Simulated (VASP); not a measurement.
Input:

```
SnTe
1.0
    0.00000     3.19852     3.19852
    3.19852     0.00000     3.19852
    3.19852     3.19852     0.00000
Sn Te
1 1
Direct
  0.00000   0.00000   0.00000
  0.25000   0.25000   0.25000
```

Calculation: PBEsol GGA, VASP's PBE PAW potentials (set 64) (plane waves; VASP). Settings: 400 eV cut-off, 7×7×7 Γ-centred mesh, Gaussian smearing of 0.050 eV, potentials Sn_d Te.

Energy and stress use the plane-wave basis of the starting cell.

The ions, cell shape and volume are relaxed. Predict the relaxed structure.

```
SnTe
1.0
    0.00000     3.53786     3.53786
    3.53786     0.00000     3.53786
    3.53786     3.53786     0.00000
Sn Te
1 1
Cartesian
  0.00000   0.00000   0.00000
  1.76893   1.76893   1.76893
```
Space group F-43m (216), at a tolerance of 0.03 Å.

How do energy and volume change from the first to the last step?

The energy (σ→0) changes by -409.5 meV/atom and the volume by +35.3 %, in 4 ionic steps.

The structure was generated: SnTe was put into the zinc blende type (F-43m), which need not be its known phase. This run relaxes it. Symmetry was kept, so distortions that lower it aren't found.
